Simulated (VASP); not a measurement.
Input for VASP

### INCAR
```
SYSTEM = SnTe
PREC = Accurate
ENCUT = 400
EDIFF = 1E-6
NELM = 100
ALGO = Normal
LREAL = .FALSE.
LASPH = .TRUE.
ISMEAR = 0
SIGMA = 0.05
GGA = PE
LMAXMIX = 4
LWAVE = .FALSE.
LCHARG = .FALSE.
ISIF = 2
```

KPOINTS:
```
Automatic mesh
0
Gamma
6 6 6
0 0 0
```

POSCAR:
```
SnTe
1
    3.2232000000     0.0000000000     3.2232000000
    0.0000000000     3.2232000000     3.2232000000
    3.2232000000     3.2232000000     0.0000000000
Sn Te
1 1
Direct
  0.0000000000   0.0000000000   0.0000000000
  0.5000000000   0.5000000000   0.5000000000
```

POTCAR, in this order: Sn_d Te (PBE.64 set). Program: vasp_std.

The resulting files:

File standard output:
```
 -----------------------------------------------------------------------------
|                                                                             |
|     EEEEEEE  RRRRRR   RRRRRR   OOOOOOO  RRRRRR      ###     ###     ###     |
|     E        R     R  R     R  O     O  R     R     ###     ###     ###     |
|     E        R     R  R     R  O     O  R     R     ###     ###     ###     |
|     EEEEE    RRRRRR   RRRRRR   O     O  RRRRRR       #       #       #      |
|     E        R   R    R   R    O     O  R   R                               |
|     E        R    R   R    R   O     O  R    R      ###     ###     ###     |
|     EEEEEEE  R     R  R     R  OOOOOOO  R     R     ###     ###     ###     |
|                                                                             |
|     ERROR: the triple product of the basis vectors is negative exchange     |
|     two basis vectors                                                       |
|                                                                             |
|       ---->  I REFUSE TO CONTINUE WITH THIS SICK JOB ... BYE!!! <----       |
|                                                                             |
 -----------------------------------------------------------------------------
```

Read input and log: which fault does this run have?
A. the lattice vectors form a left-handed set
B. EDIFFG is positive, so the stop tests the energy change and not the forces
C. a hybrid functional was run with ALGO = VeryFast
D. NELM is too small, so the electronic loop ends before EDIFF is met

A, the lattice vectors form a left-handed set. VASP stops with an error: ERROR: the triple product of the basis vectors is negative exchange two basis vectors ----> I REFUSE TO CONTINUE WITH THIS SICK JOB ... BYE!!! <----

To mend it, correct POSCAR.
**POSCAR**
```
SnTe
1
    0.0000000000     3.2232000000     3.2232000000
    3.2232000000     0.0000000000     3.2232000000
    3.2232000000     3.2232000000     0.0000000000
Sn Te
1 1
Direct
  0.0000000000   0.0000000000   0.0000000000
  0.5000000000   0.5000000000   0.5000000000
```
The mended run (PBE GGA, plane waves, VASP's PBE PAW potentials (set 64)) converges, and its OSZICAR ends with
```
   1 F= -.75627137E+01 E0= -.75625083E+01  d E =-.410794E-03
```

The compound is SnTe in the rock salt structure, which distorts at low temperature. The cell was not relaxed at this level.
